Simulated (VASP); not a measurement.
Here is the system:

```yaml
crystal:
  lattice:
    - [0.00000, 3.16986, 3.16986]
    - [3.16986, 0.00000, 3.16986]
    - [12.67615, 12.67615, 0.00327]
  atoms:
    - { symbol: In, position: [0.00841, 0.00841, 0.99370] }
    - { symbol: In, position: [0.99343, 0.99343, 0.25493] }
    - { symbol: Sb, position: [0.24906, 0.24906, 0.06321] }
    - { symbol: Sb, position: [0.23442, 0.23442, 0.32418] }
    - { symbol: Sb, position: [0.25039, 0.25039, 0.56221] }
    - { symbol: Sb, position: [0.26542, 0.26542, 0.80094] }
    - { symbol: Al, position: [0.99220, 0.99220, 0.50585] }
    - { symbol: Al, position: [0.00668, 0.00668, 0.74499] }
```

These are PBEsol GGA, VASP's PBE PAW potentials (set 64) (plane waves; VASP) values and carry that method's errors. Run with 400 eV cut-off, 7×7×2 Γ-centred mesh, tetrahedra with Blöchl corrections, potentials In_d Sb Al.

The cores are frozen, which limits the accuracy of field gradients.

Task: Give the principal components of the electric field gradient (V/Å²) and the asymmetry η at each nucleus.

Result: 
| atom | Vxx | Vyy | Vzz | η |
|---|---|---|---|---|
| In1 | -5.1 | -5.1 | 10.2 | 0.00 |
| In2 | -6.0 | -6.0 | 12.0 | 0.00 |
| Sb3 | -22.4 | -22.4 | 44.9 | 0.00 |
| Sb4 | 10.6 | 10.6 | -21.2 | 0.00 |
| Sb5 | 18.4 | 18.4 | -36.8 | 0.00 |
| Sb6 | -13.2 | -13.2 | 26.4 | 0.00 |
| Al7 | 1.3 | 1.3 | -2.7 | 0.00 |
| Al8 | 1.4 | 1.4 | -2.9 | 0.00 |

The structure was generated: Al2In2Sb4 was put into an ordered model structure (R3m), which need not be its known phase. It was relaxed first.
